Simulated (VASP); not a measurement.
Level of theory: PBE GGA, VASP's PBE PAW potentials (set 64) (plane waves; VASP).

VASP ran on this input.

File KPOINTS:
```
Automatic mesh
0
Gamma
7 7 7
0 0 0
```

### INCAR
```
ISIF = 2   ! forces and stress, cell fixed
PREC = Accurate
ISMEAR = -1   ! Fermi-Dirac
LMAXMIX = 4
LWAVE = .False.
EDIFF = 1E-6
LCHARG = .False.
ENCUT = 300   ! plane-wave cut-off (eV)
GGA = PE
SIGMA = 0.136   ! width (eV)
SYSTEM = TiSi2
LREAL = .False.   ! projection in real space or not
ALGO = Normal
NELM = 100
LASPH = .True.
```

POSCAR:
```
TiSi2
1
    0.0000000000     4.1175150000     4.2629000000
    2.3895100000     0.0000000000     4.2629000000
    2.3895100000     4.1175150000     0.0000000000
Ti Si
2 4
Direct
  0.5000000000   0.5000000000   0.5000000000
  0.7500000000   0.7500000000   0.7500000000
  0.8374300000   0.1625700000   0.8374300000
  0.1625700000   0.8374300000   0.1625700000
  0.4125700000   0.0874300000   0.4125700000
  0.0874300000   0.4125700000   0.0874300000
```

POTCAR, in this order: Ti_sv Si (PBE.64 set). Program: vasp_std.

The run wrote:

**OUTCAR**
```
 ion  position               nearest neighbor table
   1  0.500  0.500  0.500-   6 2.55   5 2.55   6 2.55   5 2.55   4 2.74   4 2.74   3 2.74   3 2.74
                             4 2.78   3 2.78
   2  0.750  0.750  0.750-   3 2.55   4 2.55   3 2.55   4 2.55   6 2.74   5 2.74   6 2.74   5 2.74
                             6 2.78   5 2.78
   3  0.837  0.163  0.837-   5 2.52   5 2.52   2 2.55   2 2.55   4 2.68   1 2.74   1 2.74   1 2.78
                             4 2.79   4 2.79
   4  0.163  0.837  0.163-   6 2.52   6 2.52   2 2.55   2 2.55   3 2.68   1 2.74   1 2.74   1 2.78
                             3 2.79   3 2.79
   5  0.413  0.087  0.413-   3 2.52   3 2.52   1 2.55   1 2.55   6 2.68   2 2.74   2 2.74   2 2.78
                             6 2.79   6 2.79
   6  0.087  0.413  0.087-   4 2.52   4 2.52   1 2.55   1 2.55   5 2.68   2 2.74   2 2.74   2 2.78
                             5 2.79   5 2.79
  LATTYP: Found a face centered orthorhombic cell.
 ALAT       =     4.7790200000
 B/A-ratio  =     1.7231629079
 C/A-ratio  =     1.7840059259
 Subroutine PRICEL returns:
 Original cell was already a primitive cell.
 Subroutine GETGRP returns: Found  8 space group operations
The static configuration has the point symmetry D_2 .
 The point group associated with its full space group is D_2h.
The dynamic configuration has the point symmetry D_2 .
 Subroutine INISYM returns: Found  8 space group operations
 Subroutine IBZKPT returns following result:
...
```

**OSZICAR**
```
       N       E                     dE             d eps       ncg     rms          rms(c)
DAV:   1     0.293389358075E+03    0.29339E+03   -0.14419E+04  3072   0.122E+03
DAV:   2    -0.451188848672E+01   -0.29790E+03   -0.29512E+03  3168   0.396E+02
DAV:   3    -0.420157887101E+02   -0.37504E+02   -0.36955E+02  5704   0.117E+02
DAV:   4    -0.442183606952E+02   -0.22026E+01   -0.21984E+01  4064   0.266E+01
DAV:   5    -0.443472585801E+02   -0.12890E+00   -0.12889E+00  4936   0.571E+00    0.185E+01
DAV:   6    -0.414331538478E+02    0.29141E+01   -0.44082E+01  4440   0.480E+01    0.711E+00
DAV:   7    -0.407987761054E+02    0.63438E+00   -0.88719E+00  4208   0.209E+01    0.506E+00
DAV:   8    -0.407293883114E+02    0.69388E-01   -0.89941E-01  4360   0.755E+00    0.118E+00
DAV:   9    -0.407147566752E+02    0.14632E-01   -0.18828E-01  4368   0.352E+00    0.455E-01
DAV:  10    -0.407146537391E+02    0.10294E-03   -0.45829E-03  4032   0.497E-01    0.159E-01
DAV:  11    -0.407145895274E+02    0.64212E-04   -0.24693E-03  4456   0.365E-01    0.989E-02
DAV:  12    -0.407145465081E+02    0.43019E-04   -0.61307E-04  4552   0.182E-01    0.131E-02
DAV:  13    -0.407145468488E+02   -0.34063E-06   -0.30338E-05  4488   0.468E-02    0.868E-03
DAV:  14    -0.407145447750E+02    0.20738E-05   -0.60051E-07  3024   0.628E-03    0.337E-03
DAV:  15    -0.407145440041E+02    0.77091E-06   -0.75422E-07  2936   0.615E-03
   1 F= -.40714544E+02 E0= -.40644086E+02  d E =-.140915E+00
```

**OUTCAR**
```
------------------------ aborting loop because EDIFF is reached ----------------------------------------
  FORCE on cell =-STRESS in cart. coord.  units (eV):
  Direction    XX          YY          ZZ          XY          YZ          ZX
  --------------------------------------------------------------------------------------
  Total        0.9954857      0.4575033      1.5344552      0.0000000      0.0000000      0.0000000
  in kB       19.0136911      8.7382737     29.3079612      0.0000000      0.0000000      0.0000000
  external PRESSURE =      19.0199753 kB  Pullay stress =       0.0000000 kB
  volume of cell :       83.88
      direct lattice vectors                 reciprocal lattice vectors
     0.000000000  4.117515000  4.262900000    -0.209247921  0.121432466  0.117291046
     2.389510000  0.000000000  4.262900000     0.209247921 -0.121432466  0.117291046
     2.389510000  4.117515000  0.000000000     0.209247921  0.121432466 -0.117291046
 POSITION                                       TOTAL-FORCE (eV/Angst)
 -----------------------------------------------------------------------------------
      2.38951      4.11752      4.26290         0.000000      0.000000      0.000000
      3.58427      6.17627      6.39435        -0.000000     -0.000000     -0.000000
      2.38951      6.89626      4.26290         0.000000     -0.008491      0.000000
      2.38951      1.33877      4.26290         0.000000      0.008491      0.000000
      1.19476      3.39753      2.13145         0.000000      0.008491      0.000000
      1.19476      0.71999      2.13145         0.000000     -0.008491      0.000000
 -----------------------------------------------------------------------------------
    total drift:                                0.000000      0.000000      0.000000
  FREE ENERGIE OF THE ION-ELECTRON SYSTEM (eV)
  ---------------------------------------------------
  free  energy   TOTEN  =       -40.7145440041 eV

  energy  without entropy=      -40.5736285244  energy(sigma->0) =      -40.64408626
```
(Selected blocks of OUTCAR.)

**OUTCAR**
```
 val. band max:       10.2063198686   @ k =  -0.1429   0.1429   0.2857

 cond. band min:      10.2219803085   @ k =   0.4286  -0.0000   0.0000


 Fermi energy:        10.2183650635

 k-point     1 :       0.0000    0.0000    0.0000
  band No.  band energies     occupation
      1     -46.0314      2.00000
      2     -46.0024      2.00000
      3     -22.4344      2.00000
      4     -22.4316      2.00000
      5     -22.3437      2.00000
      6     -22.3295      2.00000
      7     -22.3196      2.00000
      8     -22.3092      2.00000
      9      -2.3935      2.00000
     10       3.4874      2.00000
     11       4.4461      2.00000
     12       4.7900      2.00000
     13       5.1526      2.00000
     14       6.4307      2.00000
     15       6.4619      2.00000
     16       7.6863      2.00000
     17       7.9274      2.00000
     18       8.1231      2.00000
     19       8.4132      2.00000
     20       8.8416      1.99992
     21       9.2661      1.99818
     22      12.2751      0.00000
     23      13.3349      0.00000
     24      13.5414      0.00000

 k-point     2 :       0.1429   -0.0000   -0.0000
  band No.  band energies     occupation
      1     -46.0304      2.00000
      2     -46.0035      2.00000
      3     -22.4357      2.00000
      4     -22.4290      2.00000
      5     -22.3501      2.00000
      6     -22.3296      2.00000
      7     -22.3179      2.00000
      8     -22.3088      2.00000
      9      -2.1806      2.00000
     10       3.2103      2.00000
     11       3.6116      2.00000
     12       4.6743      2.00000
     13       5.5164      2.00000
     14       6.3696      2.00000
     15       6.8763      2.00000
     16       7.4476      2.00000
     17       8.0458      2.00000
     18       8.1413      2.00000
     19       8.9186      1.99986
     20       9.0160      1.99971
     21       9.2527      1.99835
     22      12.0671      0.00000
     23      13.1509      0.00000
     24      13.2213      0.00000
...
```

At this cut-off the stress carries a Pulay error, which pulls relaxed volumes low.

The structure comes from a computed database's TiSi2 entry (Fddd); how it stands against other phases isn't given here. The cell was not relaxed at this level.
